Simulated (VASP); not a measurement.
# Palladium under biaxial (001) strain: normal strain, stress and strain energy with PBEsol

Palladium is a close-packed metal with a nearly filled 4d shell, in which each atom has twelve equal neighbours. Strain in the (001) plane divides them into four within the plane and eight in the planes above and below. A thin film grown on a substrate of different lattice constant is in this state: its in-plane spacing is imposed, while its thickness is free to adjust.

The question is how the normal strain, the in-plane stress and the strain energy follow the imposed strain, which elastic moduli result, and where linear elasticity ceases to be adequate. Strains and energies are measured from the cubic crystal relaxed with PBEsol, and tensile stress is positive.

## Computational details

The start is an entry of the ASE's table of reference states database. The crystal was relaxed with PBEsol. Equal strain is imposed in the (001) plane; the strain along the normal is adjusted until the normal stress vanishes, and the atoms are relaxed with PBEsol. VASP 6.6.1, plane waves with PAW, cutoff 450 eV, no spin polarisation, no spin-orbit coupling, k mesh 26×26×26, static lattice. The same in all rows: band gap on the k mesh at PBEsol: 0.000 eV.

Notes on method and selection:

- Runs that did not converge, have known faults or may not be shown are not listed, and runs on Ansatz's PAW sets soft_1 and soft_2 are kept to separate tables.

Columns:

- strain (%): strain in the plane (tension positive).
- normal strain (%): strain along the normal.
- stress (GPa): in-plane stress, tension positive.
- strain energy (meV/atom): energy per atom above the relaxed crystal.

Input lines of one member:

```
PREC = Accurate
ENCUT = 450
EDIFF = 1E-07
NELM = 120
ISMEAR = 1
SIGMA = 0.15
LREAL = .FALSE.
ALGO = Normal
GGA = PS
NBANDS = 11
LASPH = .TRUE.
LORBIT = 11
KPAR = 2
IBRION = 1
NSW = 25
```

Command (options for logging and memory left out): `mpirun -np 2 vasp_std`

## Data

| member | strain (%) | normal strain (%) | stress (GPa) | strain energy (meV/atom) |
| --- | --- | --- | --- | --- |
| −2 % | −2.0 | 2.969 | −3.81 | 6.539 |
| −1.5 % | −1.5 | 2.224 | −2.74 | 3.543 |
| −1 % | −1.0 | 1.480 | −1.75 | 1.523 |
| −0.5 % | −0.5 | 0.739 | −0.83 | 0.3656 |
| 0 % | 0.0 | 0.000 | 0.01 | 1.00×10⁻⁵ |
| +0.5 % | 0.5 | −0.747 | 0.74 | 0.3362 |
| +1 % | 1.0 | −1.511 | 1.37 | 1.278 |
| +1.5 % | 1.5 | −2.288 | 1.88 | 2.752 |
| +2 % | 2.0 | −3.088 | 2.26 | 4.609 |

Least-squares fits to the whole series, with x = strain (%); R² and errors in the fitted variable (y, or ln y where the fit is in ln y):

| y | members | fit | R² | rms residual | leave-one-out rms | the same for the mean of the others |
| --- | --- | --- | --- | --- | --- | --- |
| normal strain (%) | 9 | y = −0.02467 − 1.508 x | 1.00 | 0.024 | 0.034 | 2.2 |
| stress (GPa) | 9 | y = −0.3189 + 1.532 x | 0.98 | 0.29 | 0.41 | 2.2 |

## The trend and its physics

Stretching the plane thins the crystal by about 1.5 times the imposed strain, almost in proportion. The stress is less regular: from one row to the next it rises by 3.81 − 2.74 = 1.07 GPa at the compressive end but by only 2.26 − 1.88 = 0.38 GPa at the tensile end. Compression therefore costs more energy than equal tension, 6.539 against 4.609 meV/atom at 2 %.

The model starts from Hooke's law for a cubic crystal with in-plane strain $e$ and normal strain $e_n$. No internal displacement enters, because the single atom of the primitive cell is fixed by symmetry. The normal stress must vanish:

$$2C_{12}e + C_{11}e_n = 0 \;\Rightarrow\; e_n = -r\,e,\quad r = 2C_{12}/C_{11}.$$

Inserting this into the in-plane stress $(C_{11}+C_{12})e + C_{12}e_n$ gives $\sigma = Me$, with

$$M = C_{11}(1-\rho)(1+2\rho),\quad \rho = C_{12}/C_{11} = r/2.$$

Hooke's law makes tension and compression mirror images, which the table contradicts. The simplest remedy is one quadratic term:

$$\sigma = Me + Ne^2.$$

Work is done along two in-plane directions, so $dE = 2V_0\,\sigma\,de$ if the volume per atom $V_0$ is held constant. Integration gives

$$E = V_0\left(Me^2 + \tfrac{2}{3}Ne^3\right).$$

The elastic parameters are $r$, $M$ and $N$; $V_0$ only converts an energy density into an energy per atom.

A negative $N$ is expected from the shape of a bond's energy curve, which is steeper on the short side than on the long side. The path adds to this: in-plane tension lowers the axial ratio from its face-centred towards its body-centred cubic value, where symmetry again removes the tetragonal shear stress. Ordinary softening by expansion is too weak on its own. At +2 % the volume grows by a factor 1.02² × (1 − 3.088 / 100) = 1.008. With a pressure derivative of the bulk modulus of about 6, a typical size for such metals, this lowers the bulk modulus by roughly 5 %, whereas the slope $M + 2Ne$ falls to about half.

## Fixing and testing the model

The parameters are fixed on the members −1 % and +1 %, with strain $x$ in per cent.

- $r$ = (1.511 + 1.480) / 2 = 1.496
- $M$ = (1.37 + 1.75) / 2 = 1.56 GPa per %, or 1.56 × 100 = 156 GPa
- $N$ = (1.37 − 1.75) / 2 = −0.19 GPa per %²
- $V_0M$ = (1.278 + 1.523) / 2 = 1.4005 meV/atom per %²

The cubic term of the energy has the relative weight (2/3) × (−0.19) / 1.56 = −0.0812 per %.

**+2 %**
- Normal strain: −1.496 × 2 = −2.992 % (table −3.088)
- Stress: 1.56 × 2 − 0.19 × 4 = 2.36 GPa (table 2.26)
- Energy: 1.4005 × (4 − 0.0812 × 8) = 4.69 meV/atom (table 4.609)

**−2 %**
- Normal strain: 1.496 × 2 = 2.992 % (table 2.969)
- Stress: −1.56 × 2 − 0.19 × 4 = −3.88 GPa (table −3.81)
- Energy: 1.4005 × (4 + 0.0812 × 8) = 6.51 meV/atom (table 6.539)

**+1.5 %**
- Normal strain: −1.496 × 1.5 = −2.244 % (table −2.288)
- Stress: 1.56 × 1.5 − 0.19 × 1.5² = 1.91 GPa (table 1.88)
- Energy: 1.4005 × (1.5² − 0.0812 × 1.5³) = 2.77 meV/atom (table 2.752)

The moduli follow from $\rho$ = 1.496 / 2 = 0.748:

- $C_{11}$ = 156 / ((1 − 0.748) × (1 + 2 × 0.748)) = 248 GPa
- $C_{12}$ = 0.748 × 248 = 185.5 GPa
- Bulk modulus: (248 + 2 × 185.5) / 3 = 206 GPa
- Tetragonal shear modulus: (248 − 185.5) / 2 = 31 GPa

The ±0.5 % pair, treated in the same way, gives $\rho$ = (0.747 + 0.739) / 2 = 0.743 and $M$ = (0.74 + 0.83) × 100 = 157 GPa, hence $C_{11}$ = 157 / ((1 − 0.743) × (1 + 2 × 0.743)) = 246 GPa and $C_{12}$ = 0.743 × 246 = 183 GPa. The modulus $C_{44}$ does not enter, because this strain contains no shear between the cube axes.

## Residuals

Largest departures from the fit to the whole series:

| member | normal strain (%) | fit | computed − fit | in rms residuals |
| --- | --- | --- | --- | --- |
| +2 % | −3.088 | −3.041 | −0.047 | 2.0 |
| +0.5 % | −0.747 | −0.779 | +0.032 | 1.3 |
| 0 % | 0.000 | −0.025 | +0.025 | 1.0 |
| −2 % | 2.969 | 2.991 | −0.022 | 0.9 |

Without the quadratic term, Hooke's law with $M$ = 156 GPa misses the stress by 5 to 6 % at ±0.5 %, and by 14 % at +1 % and 11 % at −1 %. At +2 % it gives 1.56 × 2 = 3.12 GPa, which is 38 % too high; at −2 % the magnitude is 18 % too low. The assumption that fails is a stiffness independent of strain.

The printed straight line for the stress hides this behind R² = 0.98. Its intercept of −0.3189 GPa is no residual stress, since the unstrained row has 0.01 GPa. It is the mean of the missing curvature: −0.19 × 1.667 = −0.32 GPa, where 2 × (0.5² + 1² + 1.5² + 2²) / 9 = 1.667 is the mean square strain of the rows in %².

With the quadratic term, the stress is still 0.10 GPa too high at +2 % and 0.07 GPa too low at −2 %. Opposite signs at opposite strains point to a neglected cubic term with a negative coefficient. The normal strain departs most at +2 %, where the crystal thins by 3.088 − 2.992 = 0.096 percentage points more than a constant $r$ allows.

## Conclusions

Linear elasticity describes the normal strain to about 3 % over the whole series, but the stress only to about 6 % at ±0.5 %. One quadratic term brings the stress within 5 % at every strained row.

Two effects lie outside this description. Soft bulk palladium yields by dislocation motion well below most of the stresses listed here; thin, coherent films can carry far more. Palladium is also close to ferromagnetism. Allowing spin polarisation could lower the energy slightly. Only the change of this lowering with strain would enter the strain energy; if it grows under tension, as the larger volume suggests, it would soften that side further.

[Logs are printed without paths, hosts, clocks, repeated set-up lines and the standing remarks that a program may print on its own settings, such as how far it seeks lower states.]
